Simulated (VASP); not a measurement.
Given:

```yaml
crystal:
  lattice:
    - [2.81575, 0.00000, 0.00000]
    - [0.00000, 2.81575, 0.00000]
    - [0.00000, 0.00000, 2.81575]
  atoms:
    - { symbol: Zn, position: [0.50000, 0.50000, 0.50000] }
    - { symbol: Cu, position: [0.00000, 0.00000, 0.00000] }
```

The numbers are results of LDA (Ceperley-Alder, Perdew-Zunger), VASP's LDA PAW potentials (set 64) (plane waves; VASP 6.6.1), not measurements. Numerical set-up: 520 eV cut-off, 13×13×13 Γ-centred mesh, first-order Methfessel-Paxton smearing of 0.10 eV, potentials Zn Cu.

Estimate the energy per atom (σ→0), pressure, band gap (on the k-mesh) with the smallest direct gap where there is one.

The band gap (on the k-mesh) is none (metal, semimetal or under 0.01 eV) and the energy per atom (σ→0) comes out as -3.371 eV/atom. The pressure is 11.17 GPa.

The absolute energy has meaning only against runs of the same code, potentials and settings.

The compound is CuZn in the CsCl type structure. This cell is one point of a volume scan, at 0.94 of the reference volume. The electron count is odd and the run is not spin-polarised, which forces a metal.
